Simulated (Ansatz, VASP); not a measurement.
# Cross-check of GaNi between VASP and Ansatz

One calculation is typed for both programs; each brings its own data sets. How far apart do they land? The cell is taken from a series of runs on this material, whose earlier steps may have relaxed, scaled, displaced or heated it; both programs get it as it stands.

Program: Ansatz 0.2.0. Level of theory: plane waves, with VASP 6.6.1 beside it; relaxation of cell and atoms at PBEsol and zone-centre phonons at PBEsol. Results are calculated unless marked as measured.

**1. The starting structure**

Symmetry: Pm-3m, No. 221, cubic system. Conventional cell: a = 2.873 Å, b = 2.873 Å, c = 2.873 Å, α = 90.00°, β = 90.00°, γ = 90.00°. Nearest to Ga lie 8 Ni at 2.49 Å. Nearest to Ni lie 8 Ga at 2.49 Å. Farther neighbours are not listed.

As a file:

```cif
data_structure
_symmetry_space_group_name_H-M 'Pm-3m'
_symmetry_Int_Tables_number 221
_cell_length_a 2.8728
_cell_length_b 2.8728
_cell_length_c 2.8728
_cell_angle_alpha 90.000
_cell_angle_beta 90.000
_cell_angle_gamma 90.000
_cell_volume 23.71
loop_
_atom_site_label
_atom_site_type_symbol
_atom_site_symmetry_multiplicity
_atom_site_Wyckoff_symbol
_atom_site_fract_x
_atom_site_fract_y
_atom_site_fract_z
_atom_site_occupancy
Ga1 Ga 1 a 0.00000 0.00000 0.00000 1
Ni1 Ni 1 b 0.50000 0.50000 0.50000 1
```

**2. VASP: relaxation of cell and atoms, PBEsol**

The relaxed volume is the usual yardstick between codes: in a stiff, nearly cubic crystal its relative difference is about their pressure difference at one cell divided by the bulk modulus.

Lines of VASP's logs that name or quote its potential files are left out, and so is its time.

Contents of INCAR:

```
SYSTEM = GaNi
PREC = Accurate
ENCUT = 600
EDIFF = 1E-07
NELM = 120
ISMEAR = 1
SIGMA = 0.15
LREAL = .FALSE.
ALGO = Normal
GGA = PS
NBANDS = 17
LASPH = .TRUE.
LORBIT = 11
LWAVE = .FALSE.
LCHARG = .FALSE.
ISIF = 3
IBRION = 2
NSW = 80
EDIFFG = -0.005
GGA_COMPAT = .FALSE.
NELMIN = 4
KPAR = 2
```

Contents of POSCAR:

```
GaNi
1.0
    2.8728440000      0.0000000000      0.0000000000
    0.0000000000      2.8728440000      0.0000000000
    0.0000000000      0.0000000000      2.8728440000
Ga Ni
1 1
Direct
    0.0000000000      0.0000000000      0.0000000000
    0.5000000000      0.5000000000      0.5000000000
```

Contents of KPOINTS:

```
Automatic mesh
0
Gamma
16 16 16
0 0 0
```

The projector-augmented-wave data sets are Ga_d and Ni (PBE family, release 64).

On the command line:

```
> mpirun -np 2 vasp_std
```

Numbers of over 12 decimals in the logs are rounded to 6 here.

Output:

```text
[banner, memory and clock lines left out]
running    2 mpi-ranks, on    1 nodes
 distrk:  each k-point on    1 cores,    2 groups
 distr:  one band on    1 cores,    1 groups

 POSCAR found type information on POSCAR GaNi
 POSCAR found :  2 types and       2 ions
|                                                                             |
|               ----> ADVICE to this user running VASP <----                  |
|                                                                             |
|     You enforced a specific xc type in the INCAR file but a different       |
|     [... a line on the potential file left out ...]
|     I HOPE YOU KNOW WHAT YOU ARE DOING!                                     |
|                                                                             |

 LDA part: xc-table for (Slater+PW92), standard interpolation
 POSCAR, INCAR and KPOINTS ok, starting setup
 FFT: planning ... GRIDC
 FFT: planning ... GRID_SOFT
 FFT: planning ... GRID
 WAVECAR not read
 entering main loop
       N       E                     dE             d eps       ncg     rms          rms(c)
DAV:   1     0.958533858760E+02    0.95853E+02   -0.12625E+04  6370   0.266E+03
DAV:   2    -0.662110063745E+01   -0.10247E+03   -0.99532E+02  5789   0.333E+02
DAV:   3    -0.113576411760E+02   -0.47365E+01   -0.46994E+01  6384   0.762E+01
DAV:   4    -0.114130246791E+02   -0.55384E-01   -0.55361E-01  6869   0.797E+00
DAV:   5    -0.114145214067E+02   -0.14967E-02   -0.14966E-02  7124   0.114E+00    0.101E+01
DAV:   6    -0.121952782396E+02   -0.78076E+00   -0.22097E+01  5960   0.645E+01    0.115E+01
DAV:   7    -0.103516293517E+02    0.18436E+01   -0.65068E+00  5760   0.450E+01    0.136E+00
DAV:   8    -0.103414537415E+02    0.10176E-01   -0.20207E-01  7294   0.476E+00    0.909E-01
DAV:   9    -0.103305516057E+02    0.10902E-01   -0.33398E-02  6693   0.273E+00    0.106E-01
DAV:  10    -0.103301393873E+02    0.41222E-03   -0.13197E-03  7981   0.457E-01    0.536E-02
DAV:  11    -0.103301221261E+02    0.17261E-04   -0.53005E-05  7136   0.105E-01    0.186E-02
DAV:  12    -0.103301227146E+02   -0.58855E-06   -0.33222E-06  8252   0.250E-02    0.328E-03
DAV:  13    -0.103301226408E+02    0.73841E-07   -0.43727E-08  4004   0.276E-03
   1 F= -.10330123E+02 E0= -.10330324E+02  d E =-.103301E+02
 curvature:   0.00 expect dE= 0.000E+00 dE for cont linesearch  0.000E+00
 trial: gam= 0.00000 g(F)=  0.000E+00 g(S)=  0.770E-04 ort = 0.000E+00 (trialstep = 0.100E+01)
 search vector abs. value=  0.770E-04
 bond charge predicted
       N       E                     dE             d eps       ncg     rms          rms(c)
DAV:   1    -0.103321027877E+02   -0.19801E-02   -0.21720E-02  5650   0.269E+00    0.356E-01
DAV:   2    -0.103321914128E+02   -0.88625E-04   -0.22829E-02  5725   0.224E+00    0.345E-01
DAV:   3    -0.103302765496E+02    0.19149E-02   -0.91365E-03  5754   0.147E+00    0.900E-02
DAV:   4    -0.103301333357E+02    0.14321E-03   -0.25632E-04  7822   0.242E-01    0.190E-02
DAV:   5    -0.103301190157E+02    0.14320E-04   -0.20585E-05  7905   0.758E-02    0.410E-03
DAV:   6    -0.103301188782E+02    0.13748E-06   -0.94092E-07  7716   0.147E-02    0.144E-03
DAV:   7    -0.103301190357E+02   -0.15743E-06   -0.34407E-08  3486   0.272E-03    0.102E-04
DAV:   8    -0.103301190476E+02   -0.11907E-07   -0.45249E-09  2936   0.741E-04
   2 F= -.10330119E+02 E0= -.10330323E+02  d E =0.359320E-05
 trial-energy change:    0.000004  1 .order   -0.000002   -0.000077    0.000074
 step:   0.4594(harm=  0.5105)  dis= 0.00000  next Energy=   -10.330140 (dE=-0.172E-04)
 bond charge predicted
       N       E                     dE             d eps       ncg     rms          rms(c)
DAV:   1    -0.103307172844E+02   -0.59825E-03   -0.63502E-03  5642   0.145E+00    0.192E-01
DAV:   2    -0.103307461626E+02   -0.28878E-04   -0.66876E-03  5734   0.121E+00    0.187E-01
DAV:   3    -0.103301839689E+02    0.56219E-03   -0.26497E-03  5743   0.797E-01    0.483E-02
DAV:   4    -0.103301432125E+02    0.40756E-04   -0.73901E-05  7864   0.129E-01    0.104E-02
DAV:   5    -0.103301391694E+02    0.40430E-05   -0.62024E-06  7874   0.419E-02    0.235E-03
DAV:   6    -0.103301390375E+02    0.13193E-06   -0.29262E-07  5867   0.857E-03    0.767E-04
DAV:   7    -0.103301389697E+02    0.67755E-07   -0.27734E-08  2998   0.217E-03
   3 F= -.10330139E+02 E0= -.10330341E+02  d E =-.163290E-04
 curvature:  -0.25 expect dE=-0.498E-07 dE for cont linesearch -0.498E-07
 trial: gam=-0.04803 g(F)=  0.215E-64 g(S)=  0.197E-06 ort = 0.390E-05 (trialstep = 0.892E+00)
 search vector abs. value=  0.605E-09
 reached required accuracy - stopping structural energy minimisation
```

Parts of OUTCAR (step 2):

```text
ion  position               nearest neighbor table
   1  0.000  0.000  0.000-   2 2.49   2 2.49   2 2.49   2 2.49   2 2.49   2 2.49   2 2.49   2 2.49

  LATTYP: Found a simple cubic cell.
 ALAT       =     2.8728440000

 Subroutine GETGRP returns: Found 48 space group operations
 (whereof 48 operations were pure point group operations)

The static configuration has the point symmetry O_h .

 Found    165 irreducible k-points:

   k-points           NKPTS =    165   k-points in BZ     NKDIM =    165   number of bands    NBANDS=     17

   dimension x,y,z NGX =    24 NGY =   24 NGZ =   24
   dimension x,y,z NGXF=    48 NGYF=   48 NGZF=   48

   ENCUT  =  600.0 eV  44.10 Ry    6.64 a.u.   5.74  5.74  5.74*2*pi/ulx,y,z

   NELECT =      23.0000    total number of electrons

 k-points in reciprocal lattice and weights: Automatic mesh
   0.00000000  0.00000000  0.00000000       0.000
   0.06250000  0.00000000  0.00000000       0.001
   0.12500000  0.00000000  0.00000000       0.001
   0.18750000  0.00000000  0.00000000       0.001
   0.25000000  0.00000000  0.00000000       0.001
   0.31250000  0.00000000  0.00000000       0.001
   0.37500000  0.00000000  0.00000000       0.001
   0.43750000  0.00000000  0.00000000       0.001
   0.50000000  0.00000000  0.00000000       0.001
[...]
0.50000000  0.50000000  0.43750000       0.001
   0.50000000  0.50000000  0.50000000       0.000

 average (electrostatic) potential at core
       1 -60.8062       2 -81.7133

 E-fermi :   9.4783

 k-point     1 :       0.0000    0.0000    0.0000
  band No.  band energies     occupation
    ...
      7       6.5253      2.00000
      8       6.5253      2.00000
      9       8.0463      2.00000
     10       8.0463      2.00000
     11       8.0463      2.00000
     12      14.4394      0.00000
     13      14.4394      0.00000
     14      14.4394      0.00000
     15      20.1519      0.00000
     16      20.1519      0.00000
    ...

 k-point     2 :       0.0625    0.0000    0.0000
  band No.  band energies     occupation
    ...
      7       6.5163      2.00000
      8       6.5322      2.00000
      9       8.0050      2.00000
     10       8.0050      2.00000
     11       8.0464      2.00000
     12      13.8051      0.00000
     13      14.5630      0.00000
     14      14.5630      0.00000
     15      20.1744      0.00000
     16      20.5482      0.00000
    ...

 k-point     3 :       0.1250    0.0000    0.0000
  band No.  band energies     occupation
    ...
      7       6.4699      2.00000
      8       6.5521      2.00000
      9       7.8926      2.00000
     10       7.8926      2.00000
     11       8.0467      2.00000
     12      12.4769     -0.00000
     13      14.9222      0.00000
     14      14.9222      0.00000
     15      20.2420      0.00000
     16      20.8762      0.00000
    ...

  Total        0.0016507      0.0016507      0.0016507     -0.0000000     -0.0000000      0.0000000
  in kB        0.1114240      0.1114240      0.1114240     -0.0000000     -0.0000000      0.0000000
  external PRESSURE =       0.1114240 kB  Pullay stress =       0.0000000 kB

  energy-cutoff  :      600.00
  volume of cell :       23.74
      direct lattice vectors                 reciprocal lattice vectors
     2.873882695 -0.000000000  0.000000000     0.347961314  0.000000000  0.000000000
    -0.000000000  2.873882695  0.000000000     0.000000000  0.347961314  0.000000000
    -0.000000000 -0.000000000  2.873882695    -0.000000000 -0.000000000  0.347961314

 POSITION                                       TOTAL-FORCE (eV/Angst)
 -----------------------------------------------------------------------------------
      0.00000      0.00000      0.00000         0.000000      0.000000      0.000000
      1.43694      1.43694      1.43694        -0.000000     -0.000000      0.000000
 -----------------------------------------------------------------------------------
    total drift:                                0.000000      0.000000     -0.000000

  FREE ENERGIE OF THE ION-ELECTRON SYSTEM (eV)
  ---------------------------------------------------
  free  energy   TOTEN  =       -10.3301389697 eV

  energy  without entropy=      -10.3307462171  energy(sigma->0) =      -10.33034139

 reached required accuracy - stopping structural energy minimisation

 total charge
# of ion       s       p       d       tot
------------------------------------------
    1        0.841   0.884  10.044  11.769
    2        0.441   0.490   8.508   9.438
--------------------------------------------------
tot          1.282   1.373  18.552  21.207

[... 3 further parts left out ...]
```

The run keeps the 48 symmetry operations of its start, so it cannot find a distortion of lower symmetry.

**3. Ansatz: relaxation of cell and atoms, PBEsol**

Ansatz runs on its default PAW (the set named soft_2) files.

The same cell, functional, mesh and smearing now go to Ansatz, which takes its cutoff from its data sets.

Contents of input.yaml:

```yaml
crystal:
  lattice:
    - [2.8728435007, 0.0, 0.0]
    - [0.0, 2.8728435007, 0.0]
    - [0.0, 0.0, 2.8728435007]
  atoms:
    - { symbol: Ga, position: [0.0, 0.0, 0.0] }
    - { symbol: Ni, position: [0.5, 0.5, 0.5] }
kpoints:
  mp_grid: { grid: [16, 16, 16] }
hamiltonian:
  xc: pbesol
scf:
  occupations: { method: methfessel_paxton, width: 0.15 }
output:
  forces: true
  stress: true
  eigenvalues: true
relax:
  adjacent_minimum: "off"
  f_tol: 0.001
  max_steps: 60
  cell: { stress_tol: 0.01 }
```

On the command line:

```
> ansatz run input.yaml --threads 4 --pin off --max-ram 7168MiB --backend cpu --events-out ev --progress --plain --runs-dir out
```

Output:

```text
Engine: ansatz 0.2.0, aarch64-unknown-linux-gnu
Pseudopotentials: kind: paw
Pseudopotential: Ga, paw, valence charge 13, recommended cutoff 420 eV (normal), Ga.paw.azcp
Pseudopotential: Ni, paw, valence charge 18, recommended cutoff 420 eV (normal), Ni.paw.azcp
Functional definition: PBEsol
  exchange = pbesol_x
  correlation = pbesol_c
Crystal: 2 atoms, lattice volume = 23.710 Å³
Basis set: ecut = 420 eV, 461 PW (Γ), exchange–correlation on 40×40×40 points (8 copies of the dense FFT grid, shifted against one another)
Bands: 20, of which v1, the nominal top of the filled ones, is band 16 counted from 1 (15 counted from 0)
Symmetry: 48 space group operations
Space group: Pm-3m (ITA 221), of the structure as read, at distance tolerance 2.9e-5 Å
k-points: 165 of 4096
Non-local potential: Ga, projectors of the file, l = 0: 2, l = 1: 2, l = 2: 3, l = 3: 1
Non-local potential: Ni, projectors of the file, l = 0: 3, l = 1: 2, l = 2: 3, l = 3: 1
PAW form: soft (Blöchl's): semilocal exchange-correlation on the pseudo side does not see the compensation charge
PAW frozen core: Ga, regenerated for the run's functional, and the local potential with it (the file was generated under x = pbe(κ = 0.804, μ = 0.219515), c = pbe(β = 0.066725))
PAW frozen core: Ni, regenerated for the run's functional, and the local potential with it (the file was generated under x = pbe(κ = 0.804, μ = 0.219515), c = pbe(β = 0.066725))
PAW one-centre angular grid: Ga, 590 points (default); XC on 64 Gauss nodes
PAW one-centre angular grid: Ni, 590 points (default); XC on 64 Gauss nodes
Initial density: superposition of atomic densities (neutral atoms: chi_scale 0, normalization atom), corrected by the library's trained network
Initial wavefunctions: pseudopotential atomic-orbital guess
Functional: x = pbesol(κ = 0.804, μ = 0.123457), c = pbesol(β = 0.046)
SCF iter   1: F=—  HF=-9549.009902 eV  |F-HF|=—  |Δ(HF+E_count)|=         —  Δρ=2.07e-2  dr2=6.15e-2  ethr=1.77e-3  ⟨swp⟩=5.0  Hψ=13377  notcnv=0
preconditioner: auto → none  [metal: Δε(μ)=0.042 eV  Ē_g=15.207 eV  σ=0.150 eV  W_gap=0.24  n_scr=6 (ndim 8)  ℏωp=36.6 eV  f_vac=0.000  D(μ)=0.73/eV (n_scr^D=6)  sad-step TF]
SCF iter   2: F=—  HF=-9549.002573 eV  |F-HF|=—  |Δ(HF+E_count)|=   7.33e-3  S|Δr|=    0.00e0  Δρ=8.47e-3  dr2=1.22e-2  ethr=1.99e-4  ⟨swp⟩=1.8  Hψ=4827  notcnv=0  defer=4
SCF iter   3: F=—  HF=-9549.001153 eV  |F-HF|=—  |Δ(HF+E_count)|=   1.42e-3  S|Δr|=    0.00e0  Δρ=1.55e-3  dr2=3.54e-4  ethr=3.95e-5  ⟨swp⟩=1.2  Hψ=3298  notcnv=0  defer=8
SCF iter   4: F=—  HF=-9549.001020 eV  |F-HF|=—  |Δ(HF+E_count)|=   1.32e-4  S|Δr|=    0.00e0  Δρ=4.79e-4  dr2=3.88e-5  ethr=1.14e-6  ⟨swp⟩=2.2  Hψ=4941  notcnv=0  defer=8
SCF iter   5: F=—  HF=-9549.000993 eV  |F-HF|=—  |Δ(HF+E_count)|=   2.73e-5  S|Δr|=    0.00e0  Δρ=8.41e-5  dr2=2.32e-7  ethr=1.25e-7  ⟨swp⟩=2.1  Hψ=4939  notcnv=0  defer=8
SCF iter   6: F=-9549.000994 eV  HF=-9549.000994 eV  |F-HF|=4.35e-8  |Δ(HF+E_count)|=   1.24e-6  S|Δr|=    0.00e0  Δρ=1.07e-5  dr2=1.37e-8  ethr=3.23e-10  ⟨swp⟩=6.5  Hψ=16014  notcnv=0
SCF 1 converged in 6 iterations: F = -9549.000994 eV  dr2 = 1.37e-8
  greatest PAW one-centre occupation: 1.001 electrons in one spin orbital (limit 2), on the Ni atom at site 1 (counted from 0), in its partial waves of l = 1
relax step   1: F+E_penalty+E_count = -9549.00099430 eV  Δ(F+E_penalty+E_count) = +0.000e0 eV  max|allowed force component| = 4.332e-29 eV/Å  Δτ_max = 0.0000 Å  P = +0.014 GPa  Ω = 23.710 Å³  (6 SCF iters, dr2 threshold 1.00e-7 eV, accepted)
[...]
relax step   2: F+E_penalty+E_count = -9549.00099383 eV  Δ(F+E_penalty+E_count) = +4.686e-7 eV  max|allowed force component| = 1.262e-29 eV/Å  Δτ_max = 0.0000 Å  P = +0.006 GPa  Ω = 23.711 Å³  energy of the carried Pulay correction = -5.746e-7 eV  (4 SCF iters, dr2 threshold 4.90e-10 eV, accepted)
[...]
relax step   3: F+E_penalty+E_count = -9549.00099383 eV  Δ(F+E_penalty+E_count) = -2.365e-11 eV  max|allowed force component| = 3.073e-30 eV/Å  Δτ_max = 0.0000 Å  P = +0.006 GPa  Ω = 23.711 Å³  stress off target by 5.67e-3 GPa  SCF on the basis re-selected at this cell (its energy is not comparable with the rows above)  (4 SCF iters)
basis re-selected at this cell: Δ(F+E_penalty+E_count) = -2.365e-11 eV, ΔP = +0.000 GPa vs the last step (what re-selecting the basis moved, of the pressure what is left beyond the Pulay correction that the steps carried, after the strain that the cell walked since its last selection, with what the two solves' SCF thresholds leave and, on support functions, any second-order correction that the steps lacked; it is no  [...]
SCF converged after 4 iterations
Stability not checked: this state was not tested for a lower state beside it, because cold or Methfessel-Paxton smearing, or corrected tetrahedra, fill the levels in a way that the test cannot read (fill_not_monotonic; see scf.lower_state_search)
Free energy (F): -9549.000994 eV
Harris-Foulkes:  -9549.000994 eV  (|F-HF|=0.00e0)
Internal energy: -9549.001620 eV  (E = F + TS)
E sigma→0 (E₀):  -9549.001150 eV
Entropy (-TS):   0.000627 eV (0.313 meV/atom)
Fermi energy:    16.825830 eV
--- Per-component energies (eV) ---
  E_band       = -258.476613
  E_kinetic    = 404.228371
  E_local      = -5127.011333  (includes V_loc(G=0)·N_el)
  E_nonlocal   = 1067.909399
  E_hartree    = 2255.572468
  E_xc         = -154.453995
  E_vxc        = -169.450975  (∫ρ·V_xc dr)
  E_paw        = -3550.207563  (= ΣΔE_a)
  E_vpaw       = -945.297366  (= ΣTr[D̂ρ^β])
  E_aug_tail   = 0.000334  (compensation charges beyond the density's cutoff)
  E_ewald      = -4446.099568
  E_core_change = 1.060267  (= ΣΔE_core)
  E_smearing   = 0.000627  (= −TS)
  E_closure    = 0.000000  (closes the sum)
  Σ components = -9549.000994   (vs F -9549.000994, Δ=0.00e0)
--- Forces (eV/Å), atoms counted from 1 ---
  atom   1  Ga    -0.00000000     0.00000000     0.00000000
  atom   2  Ni     0.00000000     0.00000000     0.00000000
  max |Σ_I F_I| component: 6.48e-30 eV/Å
--- Stress (GPa, compression-positive) ---
        0.005668      -0.000000       0.000000
       -0.000000       0.005668      -0.000000
        0.000000      -0.000000       0.005668
  P = ⅓ Tr σ = 0.0057 GPa (0.057 kbar)
--- Band table (eV; the first three rows and the last of 165) ---
  k-point 0: bands = [... 12 lower, 15.3975, 15.3975, 15.3975, 21.7653, 21.7653, 21.7653, 27.4334, 27.4334]
  k-point 1: bands = [... 12 lower, 15.3556, 15.3556, 15.3976, 21.1323, 21.8895, 21.8895, 27.4550, 27.8306]
  k-point 2: bands = [... 12 lower, 15.2419, 15.2419, 15.3978, 19.8069, 22.2500, 22.2500, 27.5200, 28.1718]
  k-point 164: bands = [... 12 lower, 15.9018, 15.9018, 17.4215, 20.2878, 20.2878, 20.2878, 20.9699, 20.9699]
--- Relaxed structure (2 steps of the walk, 2 accepted, 1 SCFs on fresh bases) ---
  F+E_penalty+E_count = -9549.00099383 eV   max|allowed force component| = 3.073e-30 eV/Å   (the final SCF, on the basis selected at the relaxed cell)
  cell:  # Å, volume = 23.7114 Å³
    - [2.872891, 0.0, 0]
    - [0.0, 2.872891, 0.0]
    - [0, 0.0, 2.872891]
  atoms:
    - { symbol: Ga, position: [0, 0, 0] }
    - { symbol: Ni, position: [0.5, 0.5, 0.5] }
```

**4. Differences**

Known differences besides the potentials themselves: the data sets hold 31 valence electrons in Ansatz (on its default PAW (the set named soft_2) files) and 23 in VASP; the cutoff is 420 eV in Ansatz and 600 eV in VASP; Ansatz makes its cores anew for this functional, VASP keeps those of its PBE data sets; Ansatz adds a Pulay correction to the stress that steers its cell, VASP none. Total energies have different zeros and are not compared.

Compared:

| quantity | Ansatz | VASP | difference |
| --- | --- | --- | --- |
| volume (Å³) | 23.71 | 23.74 | -0.10 % |
| edge a after relaxation, in the typed setting (Å) | 2.873 | 2.874 | -0.03 % |

[end of part 1 of 2]

[Lines on the potential files, build, host, timing and source positions are cut from VASP's logs without a mark.]

[Logs are printed without paths, hosts, clocks, repeated set-up lines and the standing remarks that a program may print on its own settings, such as how far it seeks lower states.]

[Hosts, paths, dates, database ids (printed as entryN), source tags and the programs' standing remarks are cut or masked in the printed files.]
